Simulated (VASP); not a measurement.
Output of a VASP run:

File OSZICAR:
```
...
DAV:  10    -0.908627233965E+01   -0.38976E-07   -0.42920E-07  1400   0.465E-03
   1 F= -.90862723E+01 E0= -.90860407E+01  d E =-.908627E+01
       N       E                     dE             d eps       ncg     rms          rms(c)
DAV:   1    -0.909164694960E+01   -0.53746E-02   -0.12707E-01  1235   0.217E+00    0.831E-02
DAV:   2    -0.909192615903E+01   -0.27921E-03   -0.32553E-03  1259   0.479E-01    0.362E-02
DAV:   3    -0.909190677395E+01    0.19385E-04   -0.58388E-05  1393   0.607E-02    0.146E-02
DAV:   4    -0.909190580946E+01    0.96449E-06   -0.96572E-06  1251   0.195E-02    0.435E-03
DAV:   5    -0.909190592892E+01   -0.11946E-06   -0.48993E-07  1242   0.522E-03    0.113E-03
DAV:   6    -0.909190592913E+01   -0.20776E-09   -0.40946E-08   600   0.145E-03
   2 F= -.90919059E+01 E0= -.90917205E+01  d E =-.563359E-02
       N       E                     dE             d eps       ncg     rms          rms(c)
DAV:   1    -0.909547347525E+01   -0.35675E-02   -0.35335E-01  1234   0.364E+00    0.150E-01
DAV:   2    -0.909624511641E+01   -0.77164E-03   -0.92093E-03  1262   0.801E-01    0.607E-02
DAV:   3    -0.909618559406E+01    0.59522E-04   -0.16149E-04  1409   0.102E-01    0.258E-02
DAV:   4    -0.909617954227E+01    0.60518E-05   -0.31574E-05  1244   0.344E-02    0.719E-03
DAV:   5    -0.909617985119E+01   -0.30892E-06   -0.12233E-06  1246   0.867E-03    0.218E-03
DAV:   6    -0.909617985765E+01   -0.64547E-08   -0.10849E-07   662   0.229E-03
   3 F= -.90961799E+01 E0= -.90960063E+01  d E =-.990752E-02
       N       E                     dE             d eps       ncg     rms          rms(c)
DAV:   1    -0.909620924328E+01   -0.29392E-04   -0.40291E-03  1227   0.390E-01    0.155E-02
DAV:   2    -0.909621846925E+01   -0.92260E-05   -0.10470E-04  1256   0.855E-02    0.654E-03
DAV:   3    -0.909621810670E+01    0.36255E-06   -0.20466E-06  1375   0.112E-02    0.267E-03
DAV:   4    -0.909621826547E+01   -0.15877E-06   -0.34849E-07  1210   0.365E-03    0.837E-04
DAV:   5    -0.909621828961E+01   -0.24139E-07   -0.15214E-08   593   0.970E-04
   4 F= -.90962183E+01 E0= -.90960450E+01  d E =-.994595E-02
       N       E                     dE             d eps       ncg     rms          rms(c)
DAV:   1    -0.909693661413E+01   -0.71835E-03   -0.23771E-02  1206   0.891E-01    0.648E-02
DAV:   2    -0.909683855305E+01    0.98061E-04   -0.65249E-04  1227   0.197E-01    0.378E-02
DAV:   3    -0.909678340640E+01    0.55147E-04   -0.22559E-04  1393   0.880E-02    0.654E-03
DAV:   4    -0.909678409339E+01   -0.68699E-06   -0.16038E-05  1191   0.310E-02    0.454E-03
DAV:   5    -0.909678408542E+01    0.79651E-08   -0.11771E-06  1415   0.769E-03    0.154E-03
DAV:   6    -0.909678413463E+01   -0.49207E-07   -0.72210E-08   593   0.205E-03
   5 F= -.90967841E+01 E0= -.90965996E+01  d E =-.565845E-03
       N       E                     dE             d eps       ncg     rms          rms(c)
DAV:   1    -0.909697626021E+01   -0.19217E-03   -0.11523E-02  1206   0.620E-01    0.451E-02
DAV:   2    -0.909692824201E+01    0.48018E-04   -0.31739E-04  1228   0.137E-01    0.263E-02
DAV:   3    -0.909690145194E+01    0.26790E-04   -0.11010E-04  1394   0.614E-02    0.459E-03
DAV:   4    -0.909690176849E+01   -0.31654E-06   -0.78153E-06  1194   0.216E-02    0.316E-03
DAV:   5    -0.909690177099E+01   -0.25050E-08   -0.57414E-07  1283   0.537E-03
   6 F= -.90969018E+01 E0= -.90967033E+01  d E =-.683481E-03
```

**OUTCAR**
```
------------------------ aborting loop because EDIFF is reached ----------------------------------------
  FORCE on cell =-STRESS in cart. coord.  units (eV):
  Direction    XX          YY          ZZ          XY          YZ          ZX
  --------------------------------------------------------------------------------------
  Total       -0.8412618     -0.8427234     -0.8425632      0.0000000      0.0000000      0.0004842
  in kB      -21.2338057    -21.2706963    -21.2666528      0.0000000      0.0000000      0.0122212
  external PRESSURE =     -21.2570516 kB  Pullay stress =       0.0000000 kB
  volume of cell :       63.48
      direct lattice vectors                 reciprocal lattice vectors
     4.025121525 -2.189774382  0.001298880     0.124251385 -0.228334026 -0.097719301
     4.025121525  2.189774382  0.001298880     0.124251385  0.228334026 -0.097719301
     2.832662964  0.000000000  3.601768469    -0.000089616  0.000000000  0.277711868
 POSITION                                       TOTAL-FORCE (eV/Angst)
 -----------------------------------------------------------------------------------
      2.53042      0.00000      0.83806         0.003093      0.000000      0.001024
      8.35248      0.00000      2.76630        -0.003093     -0.000000     -0.001024
 -----------------------------------------------------------------------------------
    total drift:                               -0.000000      0.000000     -0.000000
  FREE ENERGIE OF THE ION-ELECTRON SYSTEM (eV)
  ---------------------------------------------------
  free  energy   TOTEN  =        -9.0969017710 eV

  energy  without entropy=       -9.0965048390  energy(sigma->0) =       -9.09670331

 reached required accuracy - stopping structural energy minimisation
```
(Selected blocks of OUTCAR.)

### POSCAR
```
Sb
1
    3.9688689559    -2.2079738886    -0.0284005988
    3.9688689559     2.2079738886    -0.0284005988
    2.7664996187     0.0000000000     3.6019931090
Sb
2
Direct
  0.2355119928   0.2355119928   0.2355119928
  0.7644880072   0.7644880072   0.7644880072
```

### Question
Reconstruct the remaining input files.

### Answer
Several could match; the one computed here: the input of the run itself, PBEsol GGA, plane waves, VASP's PBE PAW potentials (set 64).

KPOINTS:
```
Regular mesh
0
G
 8 8 8
0 0 0
```

### INCAR
```
! general
SYSTEM   =  Sb
PREC     =  Accurate
ENCUT    =  520
LREAL    =  .False.
LASPH    =  .True.   ! aspherical one-centre terms

! electronic loop
EDIFF    =  1E-7
NELM     =  100   ! most electronic steps
ALGO     =  Normal
LMAXMIX  =  4   ! l cut-off of mixed one-centre charges

! smearing
ISMEAR   =  0
SIGMA    =  0.05

! functional
GGA      =  PS

! ions
IBRION   =  2   ! conjugate gradients
NSW      =  30   ! most ionic steps
ISIF     =  4   ! ions and shape, fixed volume
EDIFFG   =  -0.01   ! ionic stop

! output
LWAVE    =  .False.
LCHARG   =  .False.
```

POTCAR, in this order: Sb (PBE.64 set). Program: vasp_std.

The compound is Sb in the a7 structure. This cell is one point of a volume scan, at 1.06 of the reference volume. Symmetry was kept, so distortions that lower it aren't found.
